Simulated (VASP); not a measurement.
# P2W: structure and properties in VASP

What structure and properties does r2SCAN give P2W, and how near are they to the measured ones? The steps: full relaxation (r2SCAN), single point with fields (r2SCAN), bands along the symmetry lines (r2SCAN), density of states (r2SCAN), zone-centre phonons (r2SCAN), independent-particle dielectric function (r2SCAN) and band structure (r2SCAN), changed input. The start is a cell from a database of measured crystal structures.

Method: r2SCAN; plane waves and PAW (P, W), in VASP 6.6.1.

**Measured values to reproduce.**

For WP2, alpha, monoclinic OsGe2-type (crystal grown by iodine chemical vapour transport), “Extremely large magnetoresistance in topologically trivial semimetal alpha-WP2” (2018, arxiv:1804.03879) gives, by single-crystal X-ray diffraction: lattice constant a (a of monoclinic C2/m cell) 8.49 ± 0.001 Å; lattice constant b (b of monoclinic C2/m cell) 3.1615 ± 0.0003 Å; lattice constant c (c of monoclinic C2/m cell) 7.456 ± 0.001 Å.

This is a report of a sequence of runs, with most program output left out.

## 1. Set-up

Before any relaxation, the start is as follows. The structure is monoclinic, space group C2/m (No. 12). The conventional cell has a = 8.500 Å, b = 3.168 Å, c = 7.466 Å, α = 90.00°, β = 119.37°, γ = 90.00°. Nearest to P lie 1 P at 2.19 Å and 3 W at 2.46 to 2.48 Å. Nearest to P lie 5 W at 2.49 to 2.64 Å. W has 8 P at 2.46 to 2.64 Å nearest. Farther neighbours are not listed.

As a file:

```
P W
1.0
     4.25000   -1.58400    0.00000
     4.25000    1.58400    0.00000
    -3.66134    0.00000    6.50659
P W
4 2
Direct
  0.13800 0.13800 0.02410
  0.86200 0.86200 0.97590
  0.59880 0.59880 0.39680
  0.40120 0.40120 0.60320
  0.84180 0.84180 0.29350
  0.15820 0.15820 0.70650
```

## 2. Full relaxation (r2SCAN)

The start need not lie at this functional's minimum. ISIF = 3 frees volume, shape and positions, and EDIFFG sets the threshold on forces and stress at which the search stops. r2SCAN adds the kinetic-energy density, costs more than a GGA and is run with LASPH.

The input, INCAR:

```
SYSTEM = P2W
PREC = Accurate
ENCUT = 400
EDIFF = 1E-06
NELM = 100
ISMEAR = 0
SIGMA = 0.05
LREAL = .FALSE.
ALGO = Normal
METAGGA = R2SCAN
LASPH = .TRUE.
NBANDS = 22
LORBIT = 11
LWAVE = .FALSE.
LCHARG = .FALSE.
KPAR = 4
IBRION = 2
NSW = 60
ISIF = 3
EDIFFG = -0.01
```

The input, POSCAR:

```
P2W
1.0
    4.2500000000     -1.5840000000      0.0000000000
    4.2500000000      1.5840000000      0.0000000000
   -3.6613405039      0.0000000000      6.5065921737
P W
4 2
Direct
    0.1380000000      0.1380000000      0.0241000000
    0.8620000000      0.8620000000      0.9759000000
    0.5988000000      0.5988000000      0.3968000000
    0.4012000000      0.4012000000      0.6032000000
    0.8418000000      0.8418000000      0.2935000000
    0.1582000000      0.1582000000      0.7065000000
```

The input, KPOINTS:

```
Automatic mesh
0
Gamma
9 9 4
0 0 0
```

PAW data sets: P and W (PBE family, release 64).

Launch:

```console
$ mpirun -np 4 vasp_std
```

Wall time 9.3 min (4 MPI ranks of Intel Xeon 6975P-C (Granite Rapids), shared host); peak memory 1.2 GiB; 25 min of CPU time.

The PAW data sets were made with PBE, which is usual practice but a small mismatch for other functionals. The data set W keeps the semicore shell frozen, which is cheaper and a little less accurate. The run keeps the 4 symmetry operations of its start, so it cannot find a distortion of lower symmetry.

Step by step:

```
step  energy less that of the first step (eV)  largest force (eV/Å)  pressure (GPa)  volume (Å³)
   1                                   0.0000                0.2876            0.04        87.60
   2                                  -0.0086                0.1366            0.38        87.65
   3                                  -0.0086                0.1386            0.37        87.65
   4                                  -0.0105                0.0483           -0.63        88.09
   5                                  -0.0107                0.0659           -0.43        88.00
   6                                  -0.0114                0.0626            0.32        87.69
   7                                  -0.0114                0.0524            0.14        87.76
   8                                  -0.0117                0.0311           -0.03        87.80
   9                                  -0.0117                0.0266           -0.01        87.79
  10                                  -0.0118                0.0088            0.00        87.79
```

```
     cell as run  before   after  change
           a (Å)   4.536   4.526  -0.2 %
           b (Å)   4.536   4.526  -0.2 %
           c (Å)   7.466   7.465  -0.0 %
           α (°)  117.36  117.27  -0.1 %
           β (°)  117.36  117.27  -0.1 %
           γ (°)   40.88   41.17  +0.7 %
volume (Å³/atom)   14.60   14.63  +0.2 %
```

The atoms that moved most (Å, as changes of fractional coordinates times the final cell):

```
atom      dx     dy      dz  length
  P3  -0.004  0.000   0.029   0.030
  P4   0.004  0.000  -0.029   0.030
  P2   0.003  0.000  -0.007   0.007
  P1  -0.003  0.000   0.007   0.007
```

Final coordinates:

```cif
data_structure
_symmetry_space_group_name_H-M 'P 1'
_symmetry_Int_Tables_number 1
_cell_length_a 4.5261
_cell_length_b 4.5261
_cell_length_c 7.4646
_cell_angle_alpha 117.265
_cell_angle_beta 117.265
_cell_angle_gamma 41.170
_cell_volume 87.79
loop_
_atom_site_label
_atom_site_type_symbol
_atom_site_fract_x
_atom_site_fract_y
_atom_site_fract_z
_atom_site_occupancy
P1 P 0.13811 0.13811 0.02513 1
P2 P 0.86189 0.86189 0.97487 1
P3 P 0.60021 0.60021 0.40129 1
P4 P 0.39979 0.39979 0.59871 1
W5 W 0.84176 0.84176 0.29323 1
W6 W 0.15824 0.15824 0.70677 1
```

Numbers from this step:

| Property | Result |
| --- | --- |
| electrons | 32 |
| bands | 22 |
| irreducible k-points | 95 |
| symmetry operations | 4 |
| free energy (TOTEN) | -141.1389 eV |
| energy at zero smearing | -141.1376 eV |
| Fermi energy | 9.418 eV |
| pressure | -0.004671 GPa |
| metallic | yes |
| SCF cycles over all ionic steps | 57 |

It ends with a largest force of 0.009 eV/Å and a pressure of 0.00 GPa. The volume lies +0.2 % from that of the database's start.

## 3. Single point with fields (r2SCAN)

The relaxed cell gets a fresh self-consistent run, on a basis set for its own volume, to fix the density and to check the remaining stress.

INCAR, as its differences from that of step 2:

```diff
@@ -14,7 +14,5 @@
 LWAVE = .FALSE.
-LCHARG = .FALSE.
-KPAR = 4
-IBRION = 2
-NSW = 60
-ISIF = 3
-EDIFFG = -0.01
+LCHARG = .TRUE.
+ISIF = 2
+LELF = .TRUE.
+LVHAR = .TRUE.
```

The input, POSCAR:

```
P2W
1.0
    4.2370807001     -1.5913367088     -0.0008497910
    4.2370807001      1.5913367088     -0.0008497910
   -3.6515136806      0.0000000000      6.5105384949
P W
4 2
Direct
    0.1381086931      0.1381086931      0.0251278656
    0.8618913069      0.8618913069      0.9748721344
    0.6002130682      0.6002130682      0.4012921383
    0.3997869318      0.3997869318      0.5987078617
    0.8417601232      0.8417601232      0.2932268728
    0.1582398768      0.1582398768      0.7067731272
```

KPOINTS is that of step 2.

Launch:

```console
$ mpirun -np 4 vasp_std
```

Run time: 2.2 min. Hardware: 4 MPI ranks; peak memory 0.71 GiB; 5.8 min of CPU time.

Numbers from this step:

```yaml
scf_cycles: 14
bands: 24
energy_at_zero_smearing: -141.1377 eV
pressure: -0.003576 GPa
```

Valence electrons inside each PAW sphere by angular momentum. Sphere charges, by row:

```
atom  s (e)  p (e)  d (e)  tot (e)
  P1  1.025  1.464      0    2.489
  P2  1.025  1.464      0    2.489
  P3  1.027  1.428      0    2.455
  P4  1.027  1.428      0    2.455
  W5  0.554  0.714  4.439    5.707
  W6  0.554  0.714  4.439    5.707
```

ELF in the ac plane of the conventional cell at fractional y = 0.500, with atoms of P and W within 0.2 Å of it. It is the smooth field of the valence electrons, not physical close to the nuclei.

Values, 11 rows by 16 columns, each cell a mean:
```
0.05 0.08 0.10 0.28 0.52 0.37 0.49 0.78 0.78 0.71 0.78 0.63 0.29 0.30 0.26 0.09
0.08 0.09 0.18 0.55 0.79 0.68 0.42 0.31 0.56 0.71 0.55 0.25 0.19 0.26 0.21 0.10
0.55 0.41 0.35 0.48 0.48 0.26 0.08 0.14 0.24 0.15 0.04 0.02 0.15 0.40 0.59 0.56
0.74 0.51 0.41 0.36 0.17 0.06 0.11 0.25 0.19 0.04 0.00 0.07 0.46 0.84 0.69 0.63
0.47 0.45 0.65 0.56 0.21 0.09 0.22 0.32 0.23 0.17 0.12 0.25 0.71 0.67 0.32 0.48
0.39 0.58 0.64 0.65 0.38 0.17 0.25 0.36 0.39 0.30 0.17 0.23 0.56 0.71 0.66 0.41
0.58 0.31 0.61 0.79 0.35 0.09 0.10 0.17 0.28 0.25 0.09 0.12 0.41 0.60 0.46 0.49
0.71 0.70 0.82 0.51 0.11 0.00 0.02 0.16 0.24 0.13 0.06 0.14 0.32 0.39 0.46 0.71
0.42 0.46 0.37 0.18 0.06 0.08 0.21 0.32 0.19 0.10 0.29 0.56 0.59 0.37 0.29 0.39
0.06 0.17 0.30 0.24 0.27 0.60 0.81 0.70 0.47 0.47 0.61 0.76 0.62 0.22 0.07 0.05
0.06 0.19 0.27 0.26 0.53 0.69 0.59 0.79 0.86 0.60 0.29 0.48 0.34 0.13 0.12 0.07
```
Columns run along a (8.5 Å), rows up along c (7.5 Å), edges of the conventional cell, whose origin can differ from the input's. Atoms in or near the plane, at fractional coordinates: P at (0.64, 0.03), P at (0.36, 0.97), P at (0.10, 0.40), P at (0.90, 0.60), W at (0.34, 0.29), W at (0.66, 0.71).

Valence density in the ac plane of the conventional cell at fractional y = 0.500, with atoms of P and W within 0.2 Å of it. It is the smooth field of the valence electrons, not physical close to the nuclei.

Ten even steps from '0' (-0.19 e/Å³) to '9' (0.87 e/Å³), each cell a mean:
```
222234650289886786433322
222234775676679975443322
222235887644467765543322
223345665333345676543322
433344443222346777644344
654443332223457898655666
754433322233467997668867
754443322334567876689427
644554323334456654686037
446765433344455444576576
467776433444444333568864
663377544555443333456544
740497556765443323344445
855886678875433222334446
777766789875332223334456
555445788754322233444344
333345677654322345543333
222345666654334578643222
222344567876556778643222
223334579888787236532222
223334575279994046433322
```
Columns run along a (8.5 Å), rows up along c (7.5 Å), edges of the conventional cell, whose origin can differ from the input's. Atoms in or near the plane, at fractional coordinates: P at (0.64, 0.03), P at (0.36, 0.97), P at (0.10, 0.40), P at (0.90, 0.60), W at (0.34, 0.29), W at (0.66, 0.71).

Electrostatic potential energy in the ac plane of the conventional cell at fractional y = 0.500, with atoms of P and W within 0.2 Å of it. With pseudopotentials it is smooth inside the atoms' cores, unlike the true potential.

Values in eV, 11 rows by 16 columns, each cell a mean:
```
  2   2   1  -3 -38 -81 -64 -14 -16 -53 -43 -11  -1   1   2   2
  2   2   1  -3 -16 -23  -7   0  -2  -5 -10 -13 -10  -2   2   2
 -3   0   0  -1   0   1   2   2  -2 -15 -27 -28 -16  -3  -2  -6
-13  -1  -1   1   2   2   2   0 -10 -25 -31 -23  -9 -15 -54 -58
 -6  -1  -3  -2   1   1   1  -1  -9 -16 -15  -7  -9 -59 -83 -52
 -7 -35 -51 -19  -2  -2  -4  -4  -3  -2   0   0  -8 -30 -27  -6
-42 -84 -69 -15  -8 -18 -21 -14  -3   1   2   2   0  -1  -1  -3
-34 -43 -14  -8 -22 -32 -28 -13   0   2   2   2   1  -1  -1  -5
 -2   0  -1 -12 -24 -25 -15  -3   2   2   0  -2  -1   0   1   0
  2   2   0  -5  -9  -9 -10  -7  -2  -9 -36 -34  -7   0   2   2
  3   2   1   0  -9 -49 -71 -32 -11 -61 -84 -53  -6   1   2   2
```
Columns run along a (8.5 Å; values clipped at the 3rd and 97th percentile), rows up along c (7.5 Å), edges of the conventional cell, whose origin can differ from the input's. Atoms in or near the plane, at fractional coordinates: P at (0.64, 0.03), P at (0.36, 0.97), P at (0.10, 0.40), P at (0.90, 0.60), W at (0.34, 0.29), W at (0.66, 0.71).

In this run the pressure is 0.00 GPa, small enough to go on.

## 4. Bands along the symmetry lines (r2SCAN)

Levels along the symmetry lines show where the bands peak and cross; KPOINTS_OPT computes them in the converged potential.

The input, INCAR:

```
SYSTEM = P2W
PREC = Accurate
ENCUT = 400
EDIFF = 1E-06
NELM = 100
ISMEAR = 0
SIGMA = 0.05
LREAL = .FALSE.
ALGO = Normal
METAGGA = R2SCAN
LASPH = .TRUE.
NBANDS = 32
LORBIT = 11
LWAVE = .FALSE.
LCHARG = .FALSE.
KPAR = 4
```

POSCAR is that of step 3.

KPOINTS is that of step 3.

The input, KPOINTS_OPT:

```
Line mode
16
Line-mode
Reciprocal
 -0.50000000  -0.50000000   0.50000000 X
  0.00000000   0.00000000   0.00000000 GAMMA

  0.00000000   0.00000000   0.00000000 GAMMA
  0.00000000   0.00000000  -0.50000000 Y

 -0.50000000  -0.50000000   0.00000000 L
  0.00000000   0.00000000   0.00000000 GAMMA

  0.00000000   0.00000000   0.00000000 GAMMA
  0.50000000   0.00000000   0.00000000 Z

  0.00000000  -0.50000000   0.50000000 N
  0.00000000   0.00000000   0.00000000 GAMMA

  0.00000000   0.00000000   0.00000000 GAMMA
  0.50000000   0.00000000  -0.50000000 M

  0.00000000  -0.50000000   0.00000000 R
  0.00000000   0.00000000   0.00000000 GAMMA
```

Launch:

```console
$ mpirun -np 4 vasp_std
```

Run time: 4.6 min. Hardware: 4 MPI ranks; peak memory 1.4 GiB.

Spin-orbit coupling is off here; with elements this heavy it splits and shifts levels by tenths of an eV or more.

Numbers from this step:

| Property | Result |
| --- | --- |
| bands | 32 |
| pressure | -0.003368 GPa |

The electronic bands at the labelled points (eV, zero at the Fermi level; # counts the bands kept):

```
          point    #10    #11    #12    #13    #14   #15   #16   #17
              X  -2.10  -1.97  -1.17  -0.59   0.77  1.07  1.32  2.49
0.47 of the way  -2.48  -2.14  -2.13  -0.29   1.00  1.33  1.39  2.39
              Γ  -2.58  -2.28  -1.95  -0.43   0.55  0.93  1.86  2.93
0.47 of the way  -2.46  -2.44  -1.92  -0.29   0.56  1.01  2.10  3.13
              Y  -3.13  -1.61  -1.57  -1.28   1.35  1.84  2.27  2.30
      jump to L  -2.19  -1.35  -1.11  -0.61  -0.38  1.66  2.13  2.22
0.53 of the way  -2.39  -2.30  -2.08  -0.06   0.72  1.07  1.58  2.24
              Γ  -2.58  -2.28  -1.95  -0.43   0.55  0.93  1.86  2.93
0.53 of the way  -3.38  -2.85  -2.39  -0.07   0.16  1.61  2.36  2.59
              Z  -3.70  -2.98  -2.07   0.37   1.78  1.98  2.21  2.65
      jump to N  -3.37  -3.01  -1.92  -0.88   0.84  1.68  2.29  2.98
0.53 of the way  -3.30  -2.90  -2.47  -0.40   0.47  1.34  2.40  3.06
              Γ  -2.58  -2.28  -1.95  -0.43   0.55  0.93  1.86  2.93
0.47 of the way  -3.30  -2.90  -2.47  -0.40   0.47  1.34  2.40  3.06
              M  -3.37  -3.01  -1.92  -0.88   0.84  1.68  2.29  2.98
      jump to R  -3.70  -2.98  -2.07   0.37   1.78  1.98  2.21  2.65
0.47 of the way  -3.38  -2.85  -2.39  -0.07   0.16  1.61  2.36  2.59
              Γ  -2.58  -2.28  -1.95  -0.43   0.55  0.93  1.86  2.93
```

Of the projections kept (P, W), the largest for each band there; the rest of the weight can lie on other orbitals:

```
point     #10     #11     #12     #13     #14     #15     #16     #17
    X  P 0.57  W 0.75  W 0.81  W 0.89  W 0.54  W 0.68  P 0.58  W 0.51
    Γ  W 0.63  W 0.72  W 0.51  W 0.94  W 0.69  P 0.74  W 0.58  W 0.72
    Y  W 0.71  W 0.66  W 0.55  W 0.70  W 0.70  W 0.56  W 0.62  W 0.57
    L  P 0.80  W 0.79  W 0.77  W 0.87  W 0.99  W 0.66  P 0.60  P 0.81
    Γ  W 0.63  W 0.72  W 0.51  W 0.94  W 0.69  P 0.74  W 0.58  W 0.72
    Z  W 0.74  W 0.74  W 0.64  W 0.85  W 0.64  P 0.68  W 0.65  W 0.85
```

There is no gap at this level.

## 5. Density of states (r2SCAN)

A density of states needs more k-points than a total energy; ISMEAR = -5 takes tetrahedra, and LORBIT projects the states on the PAW spheres. The mesh is finer than in the run before.

INCAR, as its differences from that of step 4:

```diff
@@ -5,3 +5,3 @@
 NELM = 100
-ISMEAR = 0
+ISMEAR = -5
 SIGMA = 0.05
@@ -16 +16,2 @@
 KPAR = 4
+NEDOS = 2001
```

POSCAR is that of step 4.

The input, KPOINTS:

```
Automatic mesh
0
Gamma
13 13 6
0 0 0
```

Launch:

```console
$ mpirun -np 4 vasp_std
```

Wall time 8.6 min (4 MPI ranks); peak memory 2 GiB.

With tetrahedra the forces and stress of a metal are not exact derivatives of the energy.

Numbers from this step:

```yaml
scf_cycles: 16
irreducible_k_points: 280
free_energy_toten: -141.1416 eV
fermi_energy: 9.409 eV
pressure: -0.009351 GPa
dos_at_the_fermi_level: 1.270 states/eV/cell
```

The density of states has structure finer than the step of the table below, so its rows give means over 1 eV, whole bins alone (the curve runs from -12.0 to 3.78 eV). Peaks (eV: height): total -3.5: 6.15, 1.8: 4.74, 2.2: 4.18, 2.8: 4.95; W d -3.5: 2.39, 1.8: 2.14, 2.2: 2.20, 2.8: 2.50; P p -7.6: 1.02, -5.3: 0.872, -4.6: 1.03, -3.5: 1.39; W p -6.1: 0.147, -5.3: 0.145, -3.5: 0.411, -3.0: 0.406; P s -10.8: 0.944, -6.1: 0.160, 1.8: 0.346.

States under -12.0 eV and over 3.8 eV are left out. Table of density of states by energy, zero at the Fermi level; means over each step; values in states/eV/cell:

```
energy (eV)  total     W d     P p      W p     P s      W s
        -11   1.94   0.230  0.0905   0.0566   0.860   0.0477
        -10  0.567  0.0710  0.0423   0.0183   0.241   0.0134
         -9  0.255  0.0359  0.0216  0.00728  0.0979   0.0134
         -8   1.67   0.264   0.451   0.0476  0.0379    0.173
         -7   2.25   0.400   0.595   0.0900  0.0916    0.156
         -6   2.42   0.507   0.619    0.106   0.116    0.136
         -5   3.13   0.891   0.778    0.132   0.110    0.126
         -4   4.85    1.78    1.15    0.267  0.0920   0.0883
         -3   4.87    1.92    1.09    0.321  0.0514   0.0404
         -2   2.60    1.14   0.588    0.127  0.0220   0.0130
         -1   1.13   0.706   0.113   0.0196  0.0189  0.00376
          0   1.80   0.999   0.212   0.0550  0.0425   0.0122
          1   2.17   0.953   0.336   0.0476   0.143   0.0201
          2   3.65    1.73   0.487   0.0618   0.248   0.0523
          3   4.07    1.93   0.625   0.0665   0.201   0.0851
```

The finer mesh and the other smearing move the Fermi level by -0.01 eV from the 9×9×4 run, a small shift, which tests the Fermi level alone. Of the states within 0.3 eV of the Fermi level, the largest shares in the PAW spheres are W d 57 % and P p 11 %. The rest lies in smaller channels or between the spheres.

## 6. Zone-centre phonons (r2SCAN)

Zone-centre modes test whether the atoms sit at a minimum within this cell. IBRION = 6 takes the force constants from differences of forces between displaced cells, so the forces must be tight.

The input, INCAR:

```
SYSTEM = P2W
PREC = Accurate
ENCUT = 400
EDIFF = 1E-08
NELM = 100
ISMEAR = 1
SIGMA = 0.2
LREAL = .FALSE.
ALGO = Normal
METAGGA = R2SCAN
LASPH = .TRUE.
NBANDS = 22
LORBIT = 11
LWAVE = .FALSE.
LCHARG = .FALSE.
KPAR = 4
IBRION = 6
NFREE = 2
POTIM = 0.015
ISIF = 2
NSW = 1
```

POSCAR is that of step 5.

The input, KPOINTS:

```
Automatic mesh
0
Gamma
10 10 5
0 0 0
```

Launch:

```console
$ mpirun -np 4 vasp_std
```

The job ended after 37 min (4 MPI ranks; peak memory 2.3 GiB).

The last energy, forces, stress and levels in OUTCAR belong to the last displaced cell, not to the cell of POSCAR.

Numbers from this step:

| Item | Value |
| --- | --- |
| bands | 22 |
| irreducible k-points | 141 |
| pressure of the cell | -0.003782 GPa |
| largest force of the cell | 0.02235 eV/Å |

Modes at Γ, with each element's share of the kinetic energy:

```
mode  frequency (cm⁻¹)  symmetry  P %  W %
   1              -0.1  acoustic   25   75
   2               0.0  acoustic   25   75
   3               0.0  acoustic   25   75
   4             143.5        Ag    6   94
   5             145.7        Bg    6   94
   6             218.9        Ag    4   96
   7             248.4        Bu   92    8
   8             268.8        Au   96    4
   9             269.8        Ag   97    3
  10             277.1        Bg   98    2
  11             296.8        Bg   96    4
  12             298.2        Bu   79   21
  13             305.5        Au   79   21
  14             379.6        Bu   82   18
  15             381.5        Ag   95    5
  16             391.9        Bu   97    3
  17             409.6        Ag   99    1
  18             487.2        Ag   99    1
```

Displacements in mode 4 (143.5 cm⁻¹), the largest set to 1:
```
P1   0.00  0.00  0.28
P2   0.00  0.00 -0.28
P3   0.54  0.00  0.17
P4  -0.54  0.00 -0.17
W5   1.00  0.00  0.05
W6  -1.00  0.00 -0.05
```

Displacements in mode 6 (218.9 cm⁻¹), the largest set to 1:
```
P1   0.31  0.00  0.20
P2  -0.31  0.00 -0.20
P3   0.00  0.00 -0.30
P4   0.00  0.00  0.30
W5  -0.05  0.00  1.00
W6   0.05  0.00 -1.00
```

The three acoustic modes lie within 0.1 cm⁻¹ of zero, and all others are real. By the characters of their eigenvectors the optical modes sort into (cm⁻¹) Raman active: Ag 143, Bg 146, Ag 219, Ag 270, Bg 277, Bg 297, Ag 381, Ag 410, Ag 487; infrared active: Bu 248, Au 269, Bu 298, Au 305, Bu 380, Bu 392. With a centre of inversion no mode is active in both.

(Part 1 of 2 ends here.)

[Lines on the potential files, build, host, timing and source positions are cut from VASP's logs without a mark.]

[Logs are printed without paths, hosts, clocks, repeated set-up lines and the standing remarks that a program may print on its own settings, such as how far it seeks lower states.]

[Hosts, paths, dates, database ids (printed as entryN), source tags and the programs' standing remarks are cut or masked in the printed files.]

[A measured line is paired with the nearest computed mode of its activity, which favours agreement.]
